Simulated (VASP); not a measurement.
```
CdF2
1.0
    0.00000     2.69500     2.69500
    2.69500     0.00000     2.69500
    2.69500     2.69500     0.00000
Cd F
1 2
Direct
  0.00000   0.00000   0.00000
  0.25000   0.25000   0.25000
  0.75000   0.75000   0.75000
```

The base run (VASP): PBE GGA, plane waves, VASP's PBE PAW potentials (set 64). Settings: 520 eV cut-off, 8×8×8 Γ-centred mesh, Gaussian smearing of 0.050 eV, potentials Cd F.

One setting is varied; ΔE counts from the base run. The base run took about 8 core-seconds. The timings are rough (shared machines, no repeats); factors under 2 mean little.

Pressures at a finite cut-off, here 520 eV, hold a Pulay part, which wasn't tested here.

| setting | cost over the base run | electronic steps | ΔE (meV/atom) | pressure (GPa) |
|---|---|---|---|---|
| base run | reference | 14 | 0.0 | 6.07 |
| ISYM = 1 | within a factor of 2 | 14 | 0.0 | 6.07 |
| SYMPREC = 1E-3 | within a factor of 2 | 14 | 0.0 | 6.07 |
| ISYM = 0 | about 7 times | 14 | 0.0 | 6.07 |
| ISYM = -1 | about 10 times | 14 | 0.0 | 6.07 |

Left out are runs that failed, have no time on record or changed the cell.

The compound is CdF2 in the fluorite structure. The cell was not relaxed at this level.
